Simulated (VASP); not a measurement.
Consider the following.

```
CELL_PARAMETERS angstrom
      3.52647     0.00000     0.00000
      0.00000     3.52647     0.00000
      0.00000     0.00000     3.52647
ATOMIC_POSITIONS crystal
  Si 0.00000 0.00000 0.00000
  Ni 0.00000 0.50000 0.50000
  Ni 0.50000 0.00000 0.50000
  Ni 0.50000 0.50000 0.00000
```

Calculation: revPBE GGA, VASP's PBE PAW potentials (set 64) (plane waves; VASP). Run with 520 eV cut-off, 10×10×10 Γ-centred mesh, tetrahedra with Blöchl corrections, potentials Si Ni.

Task: Tabulate the total density of states (states/eV per cell) against energy (eV; zero at the valence-band maximum or, without a gap, the Fermi level).

Result: 
(E (eV), DOS (states/eV)): (-9.95, 0.67); (-9.72, 0.85); (-9.49, 0.83); (-9.27, 0.79); (-9.04, 0.78); (-8.81, 0.76); (-8.58, 0.78); (-8.36, 0.68); (-8.13, 0.38); (-7.90, 0.00); (-7.67, 0.00); (-7.44, 0.07); (-7.21, 0.24); (-6.99, 0.41); (-6.76, 0.53); (-6.53, 0.68); (-6.30, 0.87); (-6.08, 1.37); (-5.85, 1.42); (-5.62, 1.75); (-5.39, 1.25); (-5.16, 1.57); (-4.93, 2.42); (-4.71, 1.58); (-4.48, 1.37); (-4.25, 1.69); (-4.02, 2.12); (-3.79, 8.60); (-3.57, 5.30); (-3.34, 3.86); (-3.22, 2.85); (-3.00, 7.07); (-2.77, 6.98); (-2.54, 5.99); (-2.31, 7.47); (-2.08, 9.83); (-1.86, 4.22); (-1.63, 3.80); (-1.40, 9.16); (-1.17, 15.3); (-0.94, 10.4); (-0.72, 9.71); (-0.49, 5.66); (-0.26, 5.46); (-0.03, 2.98); (0.20, 0.70); (0.42, 1.23); (0.65, 3.37); (0.88, 2.42); (1.11, 1.83); (1.34, 1.61); (1.56, 1.35); (1.79, 1.22); (2.02, 1.22); (2.25, 1.10); (2.48, 1.14); (2.70, 1.03); (2.93, 0.81); (3.16, 0.72); (3.39, 0.97)
Within 2 eV below the Fermi level the largest weight inside VASP's projection spheres is Ni d.

The compound is Ni3Si in the L1_2 structure. It was relaxed first. The run is not spin-polarised, so no magnetic state was tried.
